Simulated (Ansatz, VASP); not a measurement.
# SiC (SiC, zinc blende or diamond type, a = 4.207 A) in two plane-wave programs

Aim: how closely do two programs agree when they are given the same cell, functional and k mesh? The cell is taken from a series of runs on this material, whose earlier steps may have relaxed, scaled, displaced or heated it; both programs get it as it stands.

Calculated with Ansatz 0.2.0; plane waves, with VASP 6.6.1 beside it; single point at LDA.

## (1) The starting structure

Symmetry: F-43m, No. 216, cubic system. The conventional cell has a = 4.207 Å, b = 4.207 Å, c = 4.207 Å, α = 90.00°, β = 90.00°, γ = 90.00°. Nearest to Si lie 4 C at 1.82 Å. Nearest to C lie 4 Si at 1.82 Å. Farther neighbours are not listed.

## (2) Ansatz: single point, LDA

Ansatz runs on its default PAW (the set named soft_2) files.

With cell and atoms fixed, the geometry can't cause a difference; cores, projectors, grids and the points listed under the comparison can.

File input.yaml:

```yaml
crystal:
  lattice:
    - [2.9747982285, 0.0, 0.0]
    - [0.0, 2.9747982285, 0.0]
    - [0.0, 0.0, 4.207]
  atoms:
    - { symbol: Si, position: [0.0, 0.0, 0.0] }
    - { symbol: C, position: [0.5, 0.0, 0.25] }
    - { symbol: Si, position: [0.5, 0.5, 0.5] }
    - { symbol: C, position: [0.0, 0.5, 0.75] }
kpoints:
  mp_grid: { grid: [8, 8, 6] }
hamiltonian:
  xc: lda
scf:
  occupations: { method: fixed }
  convergence: { dr2_threshold: 1.0e-09 }
output:
  transmission:
    leads: [[0, 0]]
    kpoints: [[0, 0], [0.5, 0], [0.5, 0.5], [0.25, 0]]
    e_range: [-1.92, 4.48]
    de: 0.16
```

On the command line:

```
$ ansatz run input.yaml --threads 2 --pin off --max-ram 4096MiB --backend cpu --events-out ev --progress --plain --runs-dir out
```

Numbers of over 12 decimals in the logs are rounded to 6 here.

What it wrote:

```text
Engine: ansatz 0.2.0, aarch64-unknown-linux-gnu
Pseudopotentials: kind: paw
Pseudopotential: Si, paw, valence charge 4, recommended cutoff 420 eV (normal), Si.paw.azcp
Pseudopotential: C, paw, valence charge 4, recommended cutoff 420 eV (normal), C.paw.azcp
Functional definition: SPW92
  exchange = slater_x
  correlation = pw_c
Crystal: 4 atoms, lattice volume = 37.230 Å³
Basis set: ecut = 420 eV, 699 PW (Γ)
Bands: 12, of which v1, the nominal top of the filled ones, is band 8 counted from 1 (7 counted from 0)
Symmetry: 16 space group operations
Space group: F-43m (ITA 216), of the structure as read, at distance tolerance 3.3e-5 Å
k-points: 60 of 384 (time reversal used)
Non-local potential: Si, projectors of the file, l = 0: 2, l = 1: 2, l = 2: 2
Non-local potential: C, projectors of the file, l = 0: 2, l = 1: 2, l = 2: 1
PAW form: soft (Blöchl's): semilocal exchange-correlation on the pseudo side does not see the compensation charge
PAW frozen core: Si, regenerated for the run's functional, and the local potential with it (the file was generated under x = pbe(κ = 0.804, μ = 0.219515), c = pbe(β = 0.066725))
PAW frozen core: C, regenerated for the run's functional, and the local potential with it (the file was generated under x = pbe(κ = 0.804, μ = 0.219515), c = pbe(β = 0.066725))
PAW one-centre angular grid: Si, 110 points (default); XC on 64 Gauss nodes
PAW one-centre angular grid: C, 110 points (default); XC on 64 Gauss nodes
Initial density: superposition of atomic densities (neutral atoms: chi_scale 0, normalization atom), corrected by the library's trained network
Initial wavefunctions: pseudopotential atomic-orbital guess
Functional: x = slater, c = lda
SCF iter   1: F=—  HF=-1704.180015 eV  |F-HF|=—  |Δ(HF+E_count)|=         —  Δρ=7.17e-3  dr2=1.52e-2  ethr=1.77e-3  ⟨swp⟩=4.2  Hψ=4127  notcnv=0  defer=117
preconditioner: auto → none  [insulator: Δε(μ)=1.169 eV  Ē_g=12.645 eV  n_scr=6 (ndim 8)  ℏωp=24.3 eV  f_vac=0.000  ε∞_Penn≈4.7]
SCF iter   2: F=—  HF=-1704.175786 eV  |F-HF|=—  |Δ(HF+E_count)|=   4.23e-3  Δρ=3.19e-3  dr2=1.45e-3  ethr=9.51e-5  ⟨swp⟩=2.9  Hψ=1749  notcnv=0  defer=120
SCF iter   3: F=—  HF=-1704.175414 eV  |F-HF|=—  |Δ(HF+E_count)|=   3.71e-4  Δρ=1.29e-3  dr2=2.46e-4  ethr=9.04e-6  ⟨swp⟩=2.9  Hψ=1265  notcnv=0  defer=116
SCF iter   4: F=—  HF=-1704.175352 eV  |F-HF|=—  |Δ(HF+E_count)|=   6.28e-5  Δρ=5.92e-5  dr2=7.76e-7  ethr=1.54e-6  ⟨swp⟩=1.1  Hψ=748  notcnv=0  defer=6
SCF iter   5: F=—  HF=-1704.175353 eV  |F-HF|=—  |Δ(HF+E_count)|=   1.10e-6  Δρ=1.06e-5  dr2=2.05e-8  ethr=4.85e-9  ⟨swp⟩=2.1  Hψ=1171  notcnv=0
SCF iter   6: F=-1704.175353 eV  HF=-1704.175353 eV  |F-HF|=5.91e-11  |Δ(HF+E_count)|=   5.57e-9  Δρ=1.75e-6  dr2=4.69e-10  ethr=6.25e-12  ⟨swp⟩=4.4  Hψ=2893  notcnv=0
SCF 1 converged in 6 iterations: F = -1704.175353 eV  dr2 = 4.69e-10
  greatest PAW one-centre occupation: 0.652 electrons in one spin orbital (limit 2), on the C atom at site 3 (counted from 0), in its partial waves of l = 0
transmission: 6 of 24 steps passed
transmission: 12 of 24 steps passed
transmission: 18 of 24 steps passed
transmission: 24 of 24 steps passed
SCF converged after 6 iterations
Free energy (F): -1704.175353 eV
Harris-Foulkes:  -1704.175353 eV  (|F-HF|=5.91e-11)
Internal energy: -1704.175353 eV  (E = F + TS)
E sigma→0 (E₀):  -1704.175353 eV
Fermi energy:    10.623902 eV
--- Per-component energies (eV) ---
  E_band       = 71.685980
  E_kinetic    = 283.435302
  E_local      = -199.926608  (includes V_loc(G=0)·N_el)
  E_nonlocal   = 111.027992
  E_hartree    = 61.568619
  E_xc         = -213.424989
  E_vxc        = -223.816845  (∫ρ·V_xc dr)
  E_paw        = -1157.139228  (= ΣΔE_a)
  E_vpaw       = -22.171000  (= ΣTr[D̂ρ^β])
  E_aug_tail   = 0.000031  (compensation charges beyond the density's cutoff)
  E_ewald      = -590.010798
  E_core_change = 0.294326  (= ΣΔE_core)
  E_smearing   = -0.000000  (= −TS)
  E_closure    = 0.000000  (closes the sum)
  Σ components = -1704.175353   (vs F -1704.175353, Δ=0.00e0)
--- Band table (eV; the first three rows and the last of 60) ---
  k-point 0: bands = [... 4 lower, 7.2261, 10.6238, 10.6239, 10.6239, 11.8447, 15.2052, 18.1461, 18.5866]
  k-point 1: bands = [... 4 lower, 7.3835, 10.1183, 10.2625, 10.2625, 12.2064, 15.4304, 17.9388, 18.7118]
  k-point 2: bands = [... 4 lower, 7.8439, 8.9041, 9.4447, 9.4447, 13.2860, 16.1188, 16.6537, 18.8029]
  k-point 59: bands = [... 4 lower, 5.1101, 5.1101, 5.4994, 5.4994, 15.9182, 15.9182, 20.7491, 20.7491]
--- Transmission ---
  basis      : 69 plane waves across, 6 finite elements along
  points     : 4, as listed
  energies   : 41 from -1.920000 to 4.480000 eV about the Fermi level, 0.160000 eV apart; the leads are filled to 0.610416 eV, and channels, transmission and decay are at 0.640000 eV
  crystal 0  : C2Si2, at the sites [0, 0], period 4.2070 Å: whole cells are its period
    offset         : up to 0.0000 Å between an atom of the period and one for which it stands
    channels       : 0.000000e0 a spin
    conductance    : none, the energies end too early or step too widely for 300 K: set another output.transmission.e_range or a lower de, or, where they end at an eighth of basis.ecutwfc, a higher one
    slowest decay  : 0.1737 /Å at (0.5000, 0.5000)
```

Reading the cycles: dr2 is the Hartree energy of the density residual (eV), the measure of convergence; HF is the Harris–Foulkes estimate of the energy, which meets the free energy F at convergence.

## (3) VASP: single point, LDA

The same cell, functional (in two slightly different forms) and mesh now go to VASP, with its own data sets.

Lines of VASP's logs that name or quote its potential files are left out, and so is its time.

File INCAR:

```
SYSTEM = SiC
PREC = Accurate
ENCUT = 520
EDIFF = 1E-06
NELM = 120
ISMEAR = 0
SIGMA = 0.01
LREAL = .FALSE.
ALGO = Normal
GGA = PW92
NBANDS = 14
LORBIT = 11
LWAVE = .FALSE.
LCHARG = .FALSE.
ISIF = 2
LASPH = .TRUE.
GGA_COMPAT = .FALSE.
EFERMI = MIDGAP
```

File POSCAR:

```
SiC
1.0
    2.9747982285      0.0000000000      0.0000000000
    0.0000000000      2.9747982285      0.0000000000
    0.0000000000      0.0000000000      4.2070000000
Si C
2 2
Direct
    0.0000000000      0.0000000000      0.0000000000
    0.5000000000      0.5000000000      0.5000000000
    0.5000000000      0.0000000000      0.2500000000
    0.0000000000      0.5000000000      0.7500000000
```

File KPOINTS:

```
Automatic mesh
0
Gamma
8 8 6
0 0 0
```

PAW data sets: Si and C (LDA family, release 64).

On the command line:

```
$ mpirun -np 1 vasp_std
```

What it wrote:

```text
[banner, memory and clock lines left out]
running    1 mpi-ranks, on    1 nodes
 distrk:  each k-point on    1 cores,    1 groups
 distr:  one band on    1 cores,    1 groups

 POSCAR found type information on POSCAR SiC
 POSCAR found :  2 types and       4 ions
|                                                                             |
|               ----> ADVICE to this user running VASP <----                  |
|                                                                             |
|     You enforced a specific xc type in the INCAR file but a different       |
|     [... a line on the potential file left out ...]
|     I HOPE YOU KNOW WHAT YOU ARE DOING!                                     |
|                                                                             |

 LDA part: xc-table for (Slater(with rela. corr.)+PW92), standard interpolation
 POSCAR, INCAR and KPOINTS ok, starting setup
 FFT: planning ... GRIDC
 FFT: planning ... GRID_SOFT
 FFT: planning ... GRID
 WAVECAR not read
 entering main loop
       N       E                     dE             d eps       ncg     rms          rms(c)
DAV:   1     0.264299172242E+02    0.26430E+02   -0.74966E+03  1688   0.102E+03
DAV:   2    -0.352150364282E+02   -0.61645E+02   -0.56498E+02  2316   0.176E+02
DAV:   3    -0.378309069497E+02   -0.26159E+01   -0.26048E+01  2256   0.342E+01
DAV:   4    -0.378532040842E+02   -0.22297E-01   -0.22291E-01  1962   0.388E+00
DAV:   5    -0.378534852183E+02   -0.28113E-03   -0.28106E-03  2262   0.400E-01    0.146E+01
DAV:   6    -0.333058186649E+02    0.45477E+01   -0.10435E+01  2154   0.199E+01    0.687E+00
DAV:   7    -0.331197831038E+02    0.18604E+00   -0.13574E+00  2190   0.729E+00    0.270E+00
DAV:   8    -0.330807930266E+02    0.38990E-01   -0.75282E-02  1938   0.175E+00    0.710E-01
DAV:   9    -0.330762820859E+02    0.45109E-02   -0.82714E-03  2094   0.637E-01    0.120E-01
DAV:  10    -0.330763158304E+02   -0.33744E-04   -0.44067E-04  2004   0.149E-01    0.630E-02
DAV:  11    -0.330763188027E+02   -0.29723E-05   -0.10145E-05  2130   0.269E-02    0.239E-02
DAV:  12    -0.330763178472E+02    0.95548E-06   -0.17286E-06  1422   0.864E-03
   1 F= -.33076318E+02 E0= -.33076318E+02  d E =0.000000E+00
```

From OUTCAR (step 3):

```text
ion  position               nearest neighbor table
   1  0.000  0.000  0.000-   3 1.82   4 1.82   4 1.82   3 1.82   2 2.97   2 2.97   2 2.97   2 2.97
                             2 2.97   2 2.97   2 2.97   2 2.97
   2  0.500  0.500  0.500-   3 1.82   4 1.82   3 1.82   4 1.82   1 2.97   1 2.97   1 2.97   1 2.97
                             1 2.97   1 2.97   1 2.97   1 2.97
   3  0.500  0.000  0.250-   1 1.82   2 1.82   2 1.82   1 1.82
   4  0.000  0.500  0.750-   1 1.82   2 1.82   1 1.82   2 1.82

  LATTYP: Found a simple tetragonal cell.
 ALAT       =     2.9747982285
 C/A-ratio  =     1.4142135624

 Subroutine GETGRP returns: Found  8 space group operations
 (whereof  8 operations were pure point group operations)

The static configuration has the point symmetry D_2d.

 Found     60 irreducible k-points:

   k-points           NKPTS =     60   k-points in BZ     NKDIM =     60   number of bands    NBANDS=     14

   dimension x,y,z NGX =    24 NGY =   24 NGZ =   32
   dimension x,y,z NGXF=    48 NGYF=   48 NGZF=   64

   ENCUT  =  520.0 eV  38.22 Ry    6.18 a.u.   5.53  5.53  7.82*2*pi/ulx,y,z

   NELECT =      16.0000    total number of electrons

 k-points in reciprocal lattice and weights: Automatic mesh
   0.00000000  0.00000000  0.00000000       0.003
   0.12500000  0.00000000  0.00000000       0.010
   0.25000000  0.00000000  0.00000000       0.010
   0.37500000  0.00000000  0.00000000       0.010
   0.50000000  0.00000000  0.00000000       0.005
   0.12500000  0.12500000  0.00000000       0.010
   0.25000000  0.12500000  0.00000000       0.021
   0.37500000  0.12500000  0.00000000       0.021
   0.50000000  0.12500000  0.00000000       0.010
[...]
0.50000000  0.37500000  0.50000000       0.010
   0.50000000  0.50000000  0.50000000       0.003

 average (electrostatic) potential at core
       1 -80.4345       2 -80.4345       3 -47.4816       4 -47.4816

 E-fermi :   9.9153

 k-point     1 :       0.0000    0.0000    0.0000
  band No.  band energies     occupation
    ...
      4       5.9149      2.00000
      5       5.9149      2.00000
      6       9.3090      2.00000
      7       9.3091      2.00000
      8       9.3091      2.00000
      9      10.5215      0.00000
     10      13.8912      0.00000
     11      16.8652      0.00000
     12      17.2707      0.00000
     13      17.2707      0.00000
    ...

 k-point     2 :       0.1250    0.0000    0.0000
  band No.  band energies     occupation
    ...
      4       4.7355      2.00000
      5       6.0804      2.00000
      6       8.4058      2.00000
      7       8.8779      2.00000
      8       9.2940      2.00000
      9      11.3355      0.00000
     10      14.9512      0.00000
     11      16.9430      0.00000
     12      17.3858      0.00000
     13      17.4054      0.00000
    ...

 k-point     3 :       0.2500    0.0000    0.0000
  band No.  band energies     occupation
    ...
      4       3.2141      2.00000
      5       6.5568      2.00000
      6       6.5804      2.00000
      7       7.7205      2.00000
      8       9.1720      2.00000
      9      12.4386      0.00000
     10      17.0108      0.00000
     11      17.5851      0.00000
     12      17.6813      0.00000
     13      17.7408      0.00000
    ...

  Total        5.4199942      5.4199942      5.4119439      0.0000000      0.0000000      0.0000000
  in kB      233.2501144    233.2501144    232.9036664      0.0000000      0.0000000      0.0000000
  external PRESSURE =     233.1346317 kB  Pullay stress =       0.0000000 kB

  energy-cutoff  :      520.00
  volume of cell :       37.23
      direct lattice vectors                 reciprocal lattice vectors
     2.974798229  0.000000000  0.000000000     0.336157253  0.000000000  0.000000000
     0.000000000  2.974798229  0.000000000     0.000000000  0.336157253  0.000000000
     0.000000000  0.000000000  4.207000000     0.000000000  0.000000000  0.237699073

 POSITION                                       TOTAL-FORCE (eV/Angst)
 -----------------------------------------------------------------------------------
      0.00000      0.00000      0.00000         0.000000     -0.000000     -0.000000
      1.48740      1.48740      2.10350         0.000000     -0.000000      0.000000
      1.48740      0.00000      1.05175        -0.000000      0.000000     -0.000000
      0.00000      1.48740      3.15525        -0.000000      0.000000     -0.000000
 -----------------------------------------------------------------------------------
    total drift:                                0.000000      0.000000     -0.000000

  FREE ENERGIE OF THE ION-ELECTRON SYSTEM (eV)
  ---------------------------------------------------
  free  energy   TOTEN  =       -33.0763178472 eV

  energy  without entropy=      -33.0763178472  energy(sigma->0) =      -33.07631785

 total charge
# of ion       s       p       d       tot
------------------------------------------
    1        0.725   1.067   0.000   1.792
    2        0.725   1.067   0.000   1.792
    3        0.843   1.815   0.000   2.658
    4        0.843   1.815   0.000   2.658
--------------------------------------------------
tot          3.136   5.763   0.000   8.899

[... 3 further parts left out ...]
```

The run ends at a pressure of 23.31 GPa.

## (4) Comparison

Known differences besides the potentials themselves: fixed occupations in Ansatz, narrow Gaussian smearing in VASP; the cutoff is 420 eV in Ansatz and 520 eV in VASP; VASP's log shows a relativistic correction to its local exchange, Ansatz's none. Total energies have different zeros and are not compared.

Both answers:

| quantity | Ansatz | VASP | difference |
| --- | --- | --- | --- |
| gap on the k mesh (eV) | 1.221 | 1.212 | +0.008 |

A gap on the mesh is an upper bound, since the band edges may lie between its points.

## (5) Outcome

```
difference in gap on the k mesh (single point, LDA) : 0.0084 eV
```

**Reading.** The difference in gap on the k mesh is 0.0084 eV (single point, LDA), within the 0.08 eV picked in this series as the mark of a large difference. How closely two codes agree says nothing of how well the functional describes the real material.

[Lines on the potential files, build, host, timing and source positions are cut from VASP's logs without a mark.]

[Logs are printed without paths, hosts, clocks, repeated set-up lines and the standing remarks that a program may print on its own settings, such as how far it seeks lower states.]

[Hosts, paths, dates, database ids (printed as entryN), source tags and the programs' standing remarks are cut or masked in the printed files.]
